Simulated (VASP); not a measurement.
An input for Quantum ESPRESSO's pw.x (written as the equivalent of a VASP run, and not itself run):

```
&CONTROL
  calculation = 'scf'
  pseudo_dir = './pseudo'
  outdir = './out'
  tprnfor = .true.
  tstress = .true.
/
&SYSTEM
  ibrav = 0
  nat = 20
  ntyp = 3
  ecutwfc = 110
  occupations = 'smearing'
  smearing = 'gaussian'
  degauss = 0.000735
  input_dft = 'pbe'
/
&ELECTRONS
  conv_thr = 7.3e-08
  electron_maxstep = 100
/
ATOMIC_SPECIES
  La 138.905 La.upf
  Sc 44.956 Sc.upf
  O 15.999 O.upf
CELL_PARAMETERS angstrom
     5.8168780    0.0000000    0.0000000
     0.0000000    8.1208950    0.0000000
     0.0000000    0.0000000    5.6981360
ATOMIC_POSITIONS crystal
  La   0.9553800  0.2500000  0.0114600
  La   0.0446200  0.7500000  0.9885400
  La   0.5446200  0.7500000  0.5114600
  La   0.4553800  0.2500000  0.4885400
  Sc   0.5000000  0.0000000  0.0000000
  Sc   0.0000000  0.0000000  0.5000000
  Sc   0.0000000  0.5000000  0.5000000
  Sc   0.5000000  0.5000000  0.0000000
  O    0.5337700  0.2500000  0.8994800
  O    0.4662300  0.7500000  0.1005200
  O    0.9662300  0.7500000  0.3994800
  O    0.0337700  0.2500000  0.6005200
  O    0.2962800  0.9464800  0.7036200
  O    0.7037200  0.0535200  0.2963800
  O    0.2037200  0.0535200  0.2036200
  O    0.7962800  0.9464800  0.7963800
  O    0.7962800  0.5535200  0.7963800
  O    0.2037200  0.4464800  0.2036200
  O    0.7037200  0.4464800  0.2963800
  O    0.2962800  0.5535200  0.7036200
K_POINTS automatic
  5 4 5 0 0 0
```

Q: Translate this input to VASP (INCAR, KPOINTS, POSCAR, choice of POTCAR).

A: One answer among several that fit: 
File KPOINTS:
```
Automatic
0
gamma
  5 4 5
```

File POSCAR:
```
LaScO3
1
    5.8168780000     0.0000000000     0.0000000000
    0.0000000000     8.1208950000     0.0000000000
    0.0000000000     0.0000000000     5.6981360000
La Sc O
4 4 12
Direct
  0.9553800000   0.2500000000   0.0114600000
  0.0446200000   0.7500000000   0.9885400000
  0.5446200000   0.7500000000   0.5114600000
  0.4553800000   0.2500000000   0.4885400000
  0.5000000000   0.0000000000   0.0000000000
  0.0000000000   0.0000000000   0.5000000000
  0.0000000000   0.5000000000   0.5000000000
  0.5000000000   0.5000000000   0.0000000000
  0.5337700000   0.2500000000   0.8994800000
  0.4662300000   0.7500000000   0.1005200000
  0.9662300000   0.7500000000   0.3994800000
  0.0337700000   0.2500000000   0.6005200000
  0.2962800000   0.9464800000   0.7036200000
  0.7037200000   0.0535200000   0.2963800000
  0.2037200000   0.0535200000   0.2036200000
  0.7962800000   0.9464800000   0.7963800000
  0.7962800000   0.5535200000   0.7963800000
  0.2037200000   0.4464800000   0.2036200000
  0.7037200000   0.4464800000   0.2963800000
  0.2962800000   0.5535200000   0.7036200000
```

INCAR:
```
SYSTEM = LaScO3
PREC = Accurate
ENCUT = 400
EDIFF = 1E-6
NELM = 100
ALGO = Normal
LREAL = Auto
LASPH = .TRUE.
ISMEAR = 0
SIGMA = 0.01
GGA = PE
LMAXMIX = 6
LWAVE = .FALSE.
LCHARG = .FALSE.
ISIF = 2
```

POTCAR, in this order: La Sc_sv O (PBE.64 set). Program: vasp_std.

Limits of the translation: the potentials are each code's own (VASP's PAW set, PseudoDojo norm-conserving files in pw.x), so ENCUT and ecutwfc are chosen apart and not converted; conv_thr bounds pw.x's estimated SCF error, while EDIFF bounds the energy change between steps.

The structure comes from a computed database's LaScO3 entry; how it stands against other phases isn't given here. The cell was not relaxed at this level.
